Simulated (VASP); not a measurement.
Level of theory: LDA (Ceperley-Alder, Perdew-Zunger), VASP's LDA PAW potentials (set 64) (plane waves; VASP).

The input files of a VASP run:

**INCAR**
```
SYSTEM = GaN
PREC = Accurate; ENCUT = 620; LREAL = .FALSE.
LASPH = .TRUE.
EDIFF = 1E-6; NELM = 100; ALGO = Normal
LMAXMIX = 4
ISMEAR = 0; SIGMA = 0.05
IBRION = 2; NSW = 40; ISIF = 3
EDIFFG = -0.02; PSTRESS = 50
LWAVE = .FALSE.; LCHARG = .FALSE.
```

File KPOINTS:
```
Automatic mesh
0
Gamma
8 8 5
0 0 0
```

File POSCAR:
```
GaN
1
    1.5796258099    -2.7359921227     0.0000000000
    1.5796258099     2.7359921227     0.0000000000
    0.0000000000     0.0000000000     5.1435642164
Ga N
2 2
Direct
  0.6666670000   0.3333330000   0.5000507569
  0.3333330000   0.6666670000   0.0000507569
  0.6666670000   0.3333330000   0.8769492431
  0.3333330000   0.6666670000   0.3769492431
```

POTCAR, in this order: Ga_d N (LDA.64 set). Program: vasp_std.

### Question
What will the output report for the number of irreducible k-points (NKPTS), largest plane-wave count, number of space-group operations, FFT grid (NGX, NGY, NGZ)?

### Answer

The number of irreducible k-points (NKPTS) comes out as 30, the largest plane-wave count comes out as 1579 and the number of space-group operations is 12. The FFT grid (NGX, NGY, NGZ) is 28 × 28 × 42.

The compound is GaN in the wurtzite structure. This run relaxes it under an external pressure of 5 GPa. Symmetry was kept, so distortions that lower it aren't found.
